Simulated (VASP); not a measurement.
Calculation: PBE GGA with D3 dispersion (Becke-Johnson damping), VASP's PBE PAW potentials (set 64) (plane waves; VASP).

The input files of a VASP run:

**KPOINTS**
```
kpoints
0
Gamma
12 12 1
```

**KPOINTS_OPT**
```
k-points along high-symmetry lines
15
Line-mode
Reciprocal
  0.000000   0.000000   0.000000 ! GAMMA
  0.500000   0.000000   0.000000 ! M

  0.500000   0.000000   0.000000 ! M
  0.333333   0.333333   0.000000 ! K

  0.333333   0.333333   0.000000 ! K
  0.000000   0.000000   0.000000 ! GAMMA
```

POSCAR:
```
MgI2 monolayer
1
    4.1330526266     0.0000000000     0.0000000000
   -2.0665263133     3.5793281493     0.0000000000
    0.0000000000     0.0000000000    19.4790081612
I Mg
2 1
Direct
  0.6666670000   0.3333330000   0.4136855529
  0.3333330000   0.6666670000   0.5863144471
  0.0000000000   0.0000000000   0.5000000000
```

### INCAR
```
DIPOL=0.5 0.5 0.5
LDIPOL=.TRUE.
ENCUT=400
ALGO=Normal
ISIF=2
LWAVE=.FALSE.
IVDW=12   # D3, Becke-Johnson
LMAXMIX=4   # l cut-off of mixed one-centre charges
SYSTEM=MgI2 monolayer
LORBIT=11
LREAL=.FALSE.
PREC=Accurate
LCHARG=.FALSE.
LVHAR=.TRUE.
SIGMA=0.05
EDIFF=1E-6   # SCF stop (eV)
ISYM=0
NELM=100   # most electronic steps
IDIPOL=3
GGA=PE   # PBE
ISMEAR=0
LASPH=.TRUE.
```

POTCAR, in this order: I Mg (PBE.64 set). Program: vasp_std.

What VASP printed:

File OSZICAR:
```
       N       E                     dE             d eps       ncg     rms          rms(c)
DAV:   1     0.101978379493E+03    0.10198E+03   -0.41085E+03  1776   0.746E+02
DAV:   2     0.447156039009E+01   -0.97507E+02   -0.92126E+02  3092   0.133E+02
DAV:   3    -0.746196905785E+01   -0.11934E+02   -0.11858E+02  2248   0.586E+01
DAV:   4    -0.786193471233E+01   -0.39997E+00   -0.39967E+00  2264   0.133E+01
DAV:   5    -0.787475594793E+01   -0.12821E-01   -0.12821E-01  2452   0.277E+00    0.399E+00
DAV:   6    -0.774814072635E+01    0.12662E+00   -0.15947E-01  2088   0.217E+00    0.274E+00
DAV:   7    -0.772861963048E+01    0.19521E-01   -0.21243E-01  2044   0.254E+00    0.567E-01
DAV:   8    -0.772170242618E+01    0.69172E-02   -0.25192E-02  2004   0.914E-01    0.306E-01
DAV:   9    -0.772190256559E+01   -0.20014E-03   -0.20174E-03  2252   0.300E-01    0.194E-01
DAV:  10    -0.772186845732E+01    0.34108E-04   -0.15791E-04  2128   0.103E-01    0.455E-02
DAV:  11    -0.772190320234E+01   -0.34745E-04   -0.66936E-05  2036   0.446E-02    0.596E-02
DAV:  12    -0.772190821885E+01   -0.50165E-05   -0.59247E-06  2280   0.140E-02    0.258E-02
DAV:  13    -0.772192956773E+01   -0.21349E-04   -0.30133E-06  1984   0.945E-03    0.160E-02
DAV:  14    -0.772194981039E+01   -0.20243E-04   -0.29636E-06  2120   0.863E-03    0.270E-02
DAV:  15    -0.772195379935E+01   -0.39890E-05   -0.75635E-07  1716   0.467E-03    0.689E-03
DAV:  16    -0.772196191525E+01   -0.81159E-05   -0.17052E-06  1832   0.597E-03    0.882E-03
DAV:  17    -0.772196376890E+01   -0.18536E-05   -0.15440E-07  1672   0.249E-03    0.334E-03
DAV:  18    -0.772196644091E+01   -0.26720E-05   -0.69600E-08  1620   0.141E-03    0.390E-04
DAV:  19    -0.772196885132E+01   -0.24104E-05   -0.42374E-08  1524   0.884E-04    0.265E-04
DAV:  20    -0.772197009795E+01   -0.12466E-05   -0.20180E-08  1520   0.574E-04    0.744E-05
DAV:  21    -0.772197043305E+01   -0.33510E-06   -0.45653E-09  1448   0.271E-04
   1 F= -.84278580E+01 E0= -.84278580E+01  d E =-.217982E-13
       N       E                     dE             ncg
```

**OUTCAR**
```
------------------------ aborting loop because EDIFF is reached ----------------------------------------
 Edisp (eV)   -0.70589
  FORCE on cell =-STRESS in cart. coord.  units (eV):
  Direction    XX          YY          ZZ          XY          YZ          ZX
  --------------------------------------------------------------------------------------
  Total      -0.05986    -0.05986    -0.04349    -0.00000    -0.00001     0.00001
  in kB      -0.33281    -0.33281    -0.24181    -0.00001    -0.00004     0.00006
  external pressure =       -0.30 kB  Pullay stress =        0.00 kB
  volume of cell :      288.16
      direct lattice vectors                 reciprocal lattice vectors
     4.133052627  0.000000000  0.000000000     0.241951916  0.139691020  0.000000000
    -2.066526313  3.579328149  0.000000000     0.000000000  0.279382040  0.000000000
     0.000000000  0.000000000 19.479008161     0.000000000  0.000000000  0.051337316
 POSITION                                       TOTAL-FORCE (eV/Angst)
 -----------------------------------------------------------------------------------
      2.06653      1.19311      8.05818        -0.000003      0.000002      0.009259
     -0.00000      2.38622     11.42082         0.000003     -0.000002     -0.009259
      0.00000      0.00000      9.73950        -0.000000      0.000000     -0.000000
 -----------------------------------------------------------------------------------
    total drift:                                0.000000     -0.000000      0.000001
  FREE ENERGIE OF THE ION-ELECTRON SYSTEM (eV)
  ---------------------------------------------------
  free  energy   TOTEN  =        -8.4278579810 eV

  energy  without entropy=       -8.4278579810  energy(sigma->0) =       -8.42785798

 total charge

# of ion       s       p       d       tot
------------------------------------------
    1        1.505   2.826   0.012   4.344
    2        1.505   2.826   0.012   4.344
    3        0.139   0.113   0.028   0.280
--------------------------------------------------
tot          3.150   5.765   0.053   8.968
```
(Selected blocks of OUTCAR.)

The cell holds a wide vacuum, so values per volume refer to the whole cell.

The cell is a sheet with vacuum, built from a generated structure.
